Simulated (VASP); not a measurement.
Input:

```xyz
3
Lattice="2.2021 -3.7555 0.0000 2.2021 3.7555 0.0000 0.0000 0.0000 4.9328" Properties=species:S:1:pos:R:3 pbc="T T T"
Se     0.4955     0.8450     3.2885
Se     3.4132     0.0000     0.0000
Se     0.5300    -0.8450     1.6443
```

Method: PBE GGA, VASP's PBE PAW potentials (set 64) (plane waves; VASP). Settings: EDIFF = 1E-3, 400 eV cut-off, 5×5×4 Γ-centred mesh, Gaussian smearing of 0.050 eV, potentials Se.

Q: Which forces act on the atoms, in eV/Å?

A: 
```json
[
 {"atom": "Se1", "Fx": "0.231", "Fy": "0.446", "Fz": "0.066"},
 {"atom": "Se2", "Fx": "-0.288", "Fy": "-0.049", "Fz": "0.062"},
 {"atom": "Se3", "Fx": "0.058", "Fy": "-0.397", "Fz": "-0.128"}
]
```

Q: Give the stress tensor in GPa (positive for a compressed cell).

A: 
```
 1.82   0.19  -0.28
 0.19   2.52   0.52
-0.28   0.52   4.20
```
The pressure is its mean diagonal, 2.84 GPa.

The compound is Se in the trig structure. The cell was not relaxed at this level, atoms are displaced from their ideal sites. The run is one of a series of settings (EDIFF = 1E-3 against the base run), some of them coarse on purpose.
